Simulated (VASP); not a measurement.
Output of a VASP run:

### OUTCAR
```
 ion  position               nearest neighbor table
   1  0.000  0.000  0.000-
  LATTYP: Found a face centered cubic cell.
 ALAT       =     4.1718000000
 Subroutine PRICEL returns:
 Original cell was already a primitive cell.
 Subroutine GETGRP returns: Found 48 space group operations
The static configuration has the point symmetry O_h .
The dynamic configuration has the point symmetry O_h .
 Subroutine INISYM returns: Found 48 space group operations
 Subroutine IBZKPT returns following result:
 Found      1 irreducible k-points:

 Following reciprocal coordinates:
            Coordinates               Weight
  0.000000  0.000000  0.000000      1.000000
   k-points           NKPTS =      1   k-points in BZ     NKDIM =      1   number of bands    NBANDS=      9
   number of dos      NEDOS =    301   number of ions     NIONS =      1
   total plane-waves  NPLWV =   8000
   dimension x,y,z NGX =    20 NGY =   20 NGZ =   20
   dimension x,y,z NGXF=    40 NGYF=   40 NGZF=   40
   ions per type =               1
   PREC   = accura    normal or accurate (medium, high low for compatibility)
   ISTART =      0    job   : 0-new  1-cont  2-samecut
   ICHARG =      2    charge: 1-file 2-atom 10-const
   ISPIN  =      1    spin polarized calculation?
   LNONCOLLINEAR =      F non collinear calculations
   LSORBIT =      F    spin-orbit coupling
   INIWAV =      1    electr: 0-lowe 1-rand  2-diag
   ENCUT  =  400.0 eV  29.40 Ry    5.42 a.u.   4.81  4.81  4.81*2*pi/ulx,y,z
   NELM   =    100;   NELMIN=  2; NELMDL= -5     # of ELM steps
   EDIFF  = 0.1E-05   stopping-criterion for ELM
   LREAL  =      F    real-space projection
   NLSPLINE    = F    spline interpolate recip. space projectors
   LMAXMIX     =    4 max onsite mixed and CHGCAR
   VOSKOWN=      0    Vosko Wilk Nusair interpolation
   EDIFFG = 0.1E-04   stopping-criterion for IOM
   NSW    =      0    number of steps for IOM
   NBLOCK =      1;   KBLOCK =      1    inner block; outer block
   IBRION =     -1    ionic relax: 0-MD 1-quasi-New 2-CG
   NFREE  =      0    steps in history (QN), initial steepest desc. (CG)
   ISIF   =      2    stress and relaxation
   ISYM   =      2    0-nonsym 1-usesym 2-fastsym
   TEIN   =    0.0    initial temperature
   TEBEG  =    0.0;   TEEND  =   0.0 temperature during run
   SMASS  =  -3.00    Nose mass-parameter (am)
   PSTRESS=    0.0 pullay stress
   NELECT =      11.0000    total number of electrons
   EFERMI =   0.00;   METHOD = LEGACY
   ISMEAR =     1;   SIGMA  =   0.10  broadening in eV -4-tet -1-fermi 0-gaus
   IALGO  =     38    algorithm
   LDIAG  =      T    sub-space diagonalisation (order eigenvalues)
   IMIX   =      4    mixing-type and parameters
     AMIX     =   0.40;   BMIX     =  1.00
     AMIX_MAG =   1.60;   BMIX_MAG =  1.00
     AMIN     =   0.10
   GGA     = PE    functional components
   VOSKOWN =     0    Vosko Wilk Nusair interpolation
   LHFCALC =     F    Hartree Fock is set to
   LHFONE  =     F    Hartree Fock one center treatment
   AEXX    =    0.0000 exact exchange contribution
   IVDW    =     0    specifies the selected vdW correction
   LEPSILON=     F    determine dielectric tensor
   LRPA    =     F    only Hartree local field effects (RPA)
  energy-cutoff  :      400.00
  volume of cell :       18.15
      direct lattice vectors                 reciprocal lattice vectors
     0.000000000  2.085900000  2.085900000    -0.239704684  0.239704684  0.239704684
     2.085900000  0.000000000  2.085900000     0.239704684 -0.239704684  0.239704684
     2.085900000  2.085900000  0.000000000     0.239704684  0.239704684 -0.239704684
 k-point     1 :   0.0000 0.0000 0.0000  plane waves:     331
 maximum number of plane-waves:       331
```

**OSZICAR**
```
       N       E                     dE             d eps       ncg     rms          rms(c)
DAV:   1     0.343494685585E+02    0.34349E+02   -0.50421E+03    18   0.776E+02
DAV:   2    -0.107139923578E+02   -0.45063E+02   -0.44918E+02    18   0.192E+02
DAV:   3    -0.109936403650E+02   -0.27965E+00   -0.27865E+00    28   0.195E+01
DAV:   4    -0.109937017701E+02   -0.61405E-04   -0.61404E-04    18   0.261E-01
DAV:   5    -0.109937020150E+02   -0.24483E-06   -0.24441E-06    27   0.150E-02    0.687E+00
DAV:   6    -0.999809133691E+01    0.99561E+00   -0.26675E+00    18   0.176E+01    0.332E+00
DAV:   7    -0.987030084533E+01    0.12779E+00   -0.48751E-01    19   0.739E+00    0.283E+00
DAV:   8    -0.986002855993E+01    0.10272E-01   -0.19070E-03    27   0.481E-01    0.372E-01
DAV:   9    -0.985981971056E+01    0.20885E-03   -0.15830E-04    18   0.141E-01    0.275E-02
DAV:  10    -0.985983569821E+01   -0.15988E-04   -0.90544E-06    27   0.363E-02    0.397E-03
DAV:  11    -0.985983574020E+01   -0.41991E-07   -0.15484E-08     9   0.138E-03
   1 F= -.98598357E+01 E0= -.98460819E+01  d E =-.412614E-01
```

### OUTCAR
```
------------------------ aborting loop because EDIFF is reached ----------------------------------------
  FORCE on cell =-STRESS in cart. coord.  units (eV):
  Direction    XX          YY          ZZ          XY          YZ          ZX
  --------------------------------------------------------------------------------------
  Total       -8.3762746     -8.3762746     -8.3762746     -0.0000000     -0.0000000      0.0000000
  in kB     -739.3516434   -739.3516434   -739.3516434     -0.0000000     -0.0000000      0.0000000
  external PRESSURE =    -739.3516434 kB  Pullay stress =       0.0000000 kB
  volume of cell :       18.15
      direct lattice vectors                 reciprocal lattice vectors
     0.000000000  2.085900000  2.085900000    -0.239704684  0.239704684  0.239704684
     2.085900000  0.000000000  2.085900000     0.239704684 -0.239704684  0.239704684
     2.085900000  2.085900000  0.000000000     0.239704684  0.239704684 -0.239704684
 POSITION                                       TOTAL-FORCE (eV/Angst)
 -----------------------------------------------------------------------------------
      0.00000      0.00000      0.00000        -0.000000      0.000000     -0.000000
 -----------------------------------------------------------------------------------
    total drift:                               -0.000000     -0.000000     -0.000000
  FREE ENERGIE OF THE ION-ELECTRON SYSTEM (eV)
  ---------------------------------------------------
  free  energy   TOTEN  =        -9.8598357402 eV

  energy  without entropy=       -9.8185743090  energy(sigma->0) =       -9.84608193
```
(Selected blocks of OUTCAR.)

### POSCAR
```
Ag
1
    0.0000000000     2.0859000000     2.0859000000
    2.0859000000     0.0000000000     2.0859000000
    2.0859000000     2.0859000000     0.0000000000
Ag
1
Direct
  0.0000000000   0.0000000000   0.0000000000
```

**Question.** Reconstruct the remaining input files.

**Answer.** This is not unique; one that fits is the input of the run itself, PBE GGA, plane waves, VASP's PBE PAW potentials (set 64).

### INCAR
```
# general
SYSTEM  = Ag
PREC    = Accurate
ENCUT   = 400
LREAL   = .False.   # projection in real space or not
LASPH   = .True.

# electronic loop
EDIFF   = 1E-6   # SCF stop (eV)
NELM    = 100
ALGO    = Normal   # blocked Davidson
LMAXMIX = 4

# smearing
ISMEAR  = 1
SIGMA   = 0.1

# functional
GGA     = PE   # PBE

# ions
ISIF    = 2

# output
LWAVE   = .False.
LCHARG  = .False.
```

File KPOINTS:
```
Automatic mesh
0
Gamma
1 1 1
0 0 0
```

POTCAR, in this order: Ag (PBE.64 set). Program: vasp_std.

The compound is Ag in the fcc structure. The cell was not relaxed at this level. The k-mesh is coarse (spacing up to 2.61 per Å, 2π included), so the numbers may not be converged in it. The run is one of a series of settings (KPOINTS 1×1×1 Γ-centred mesh against the base run), some of them coarse on purpose.
